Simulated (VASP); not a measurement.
Here is the system:

```xyz
8
Lattice="5.5451 0.0000 0.0000 0.0000 5.5451 0.0000 0.0000 0.0000 5.5451" Properties=species:S:1:pos:R:3 pbc="T T T"
In     0.0000     0.0000     0.0000
P      1.4435     1.4435     1.4435
P      4.1016     4.1016     1.4435
P      4.1016     1.4435     4.1016
P      1.4435     4.1016     4.1016
Ga     2.7726     2.7726     0.0000
Ga     2.7726     0.0000     2.7726
Ga     0.0000     2.7726     2.7726
```

The numbers are results of PBEsol GGA, VASP's PBE PAW potentials (set 64) (plane waves; VASP 6.6.1), not measurements. Numerical set-up: 400 eV cut-off, Gaussian smearing of 0.050 eV, potentials In_d P Ga_d.

Unless said otherwise, spin-orbit coupling is left out, though it shifts the bands of the heavy elements here.

Task: Give the energies of bands 29 to 42 at the high-symmetry points, in eV from the valence-band maximum.

Result: 
```
band      Γ      X      M      R
----  -----  -----  -----  -----
29    -2.71  -3.43  -3.38  -1.39
30    -2.71  -3.39  -3.30  -1.39
31    -2.57  -3.39  -3.25  -1.20
32    -2.57  -3.32  -3.25  -1.20
33    -2.57  -1.82  -1.53  -1.20
34     0.00  -1.82  -1.17  -0.80
35     0.00  -1.41  -0.99  -0.80
36     0.00  -1.41  -0.99  -0.80
37     1.17   2.12   2.75   1.38
38     1.57   2.12   2.75   1.38
39     1.57   3.34   3.31   1.38
40     1.57   3.63   3.36   1.93
41     1.86   4.46   5.16   4.42
42     1.94   4.48   5.55   4.42
```

The gap is direct, 1.17 eV, from the valence maximum at Γ to the conduction minimum at Γ.

The structure was generated: Ga3InP4 was put into an ordered model structure (P-43m), which need not be its known phase. It was relaxed first.
